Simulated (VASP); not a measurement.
All values below come from optB88-vdW, VASP's PBE PAW potentials (set 64) (plane waves; VASP).

A VASP calculation is set up with these files.

### POSCAR
```
SrVO3
1
    3.8098170298     0.0000000000     0.0000000000
    0.0000000000     3.8098170298     0.0000000000
    0.0000000000     0.0000000000     3.8098170298
Sr V O
1 1 3
Direct
  0.0000000000   0.0000000000   0.0000000000
  0.5000000000   0.5000000000   0.5000000000
  0.5000000000   0.0000000000   0.5000000000
  0.0000000000   0.5000000000   0.5000000000
  0.5000000000   0.5000000000   0.0000000000
```

INCAR:
```
! general
SYSTEM   = SrVO3
PREC     = Accurate
ENCUT    = 520
LREAL    = F   ! projection in real space or not
LASPH    = T   ! aspherical one-centre terms

! electronic loop
EDIFF    = 1E-7
NELM     = 100   ! most electronic steps
ALGO     = Normal   ! blocked Davidson
LMAXMIX  = 4   ! l cut-off of mixed one-centre charges

! smearing
ISMEAR   = 1   ! Methfessel-Paxton
SIGMA    = 0.1

! functional
GGA      = BO
LUSE_VDW = T
AGGAC    = 0.0
PARAM1   = 0.1833333333
PARAM2   = 0.22

! ions
ISIF     = 2   ! forces and stress, cell fixed

! output
LWAVE    = F
LCHARG   = F
```

File KPOINTS:
```
Automatic mesh
0
Gamma
8 8 8
0 0 0
```

POTCAR, in this order: Sr_sv V_sv O (PBE.64 set). Program: vasp_std.

What will the output report for the number of irreducible k-points (NKPTS), largest plane-wave count, number of space-group operations, FFT grid (NGX, NGY, NGZ)?

| Item | Value |
|---|---|
| number of irreducible k-points (NKPTS) | 35 |
| largest plane-wave count | 1504 |
| number of space-group operations | 48 |
| FFT grid (NGX, NGY, NGZ) | 28 × 28 × 28 |

The compound is SrVO3 in the cubic perovskite structure. This cell is one point of a volume scan, at 0.97 of the reference volume. The run is not spin-polarised, so no magnetic state was tried. The electron count is odd and the run is not spin-polarised, which forces a metal.
